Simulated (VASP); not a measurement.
Input:

```
MgPd3
1.0
    3.96476     0.00000     0.00000
    0.00000     3.96476     0.00000
    0.00000     0.00000     3.96476
Mg Pd
1 3
Cartesian
  0.00000   0.00000   0.00000
  0.00000   1.98238   1.98238
  1.98238   0.00000   1.98238
  1.98238   1.98238   0.00000
```

These are PBEsol GGA, VASP's PBE PAW potentials (set 64) (plane waves; VASP) values and carry that method's errors. Numerical set-up: 300 eV cut-off, 7×7×7 Γ-centred mesh, Fermi-Dirac smearing of 0.10 eV, potentials Mg Pd.

At this cut-off the stress carries a Pulay error, which pulls relaxed volumes low.

### Question
Estimate the energy per atom (σ→0), pressure, band gap (on the k-mesh) with the smallest direct gap where there is one.

### Answer

The band gap (on the k-mesh) is none (metal, semimetal or under 0.01 eV) and the energy per atom (σ→0) is -5.356 eV/atom. The pressure comes out as -62.3 kbar.

The structure comes from a computed database's MgPd3 entry (Pm-3m); how it stands against other phases isn't given here. The cell was not relaxed at this level.
